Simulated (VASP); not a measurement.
```
CELL_PARAMETERS angstrom
      4.80563     0.00000     0.00000
      0.00000     4.80563     0.00000
      0.00000     0.00000     4.80563
ATOMIC_POSITIONS crystal
  Ag 0.75000 0.25000 0.75000
  Ag 0.25000 0.75000 0.75000
  Ag 0.75000 0.75000 0.25000
  Ag 0.25000 0.25000 0.25000
  O  0.00000 0.00000 0.00000
  O  0.50000 0.50000 0.50000
```

Computed with PW91 GGA, VASP's PBE PAW potentials (set 64) (plane waves; VASP). Numerical set-up: 520 eV cut-off, Gaussian smearing of 0.050 eV, potentials Ag O.

Task: Estimate the band gap (along the path) with the smallest direct gap where there is one.

Result: 
The band gap (along the path) is none (metal, semimetal or under 0.01 eV).

Total energies compare only between runs with the same potentials, cut-off and functional.

The compound is Ag2O in the cuprite structure. It was relaxed first.
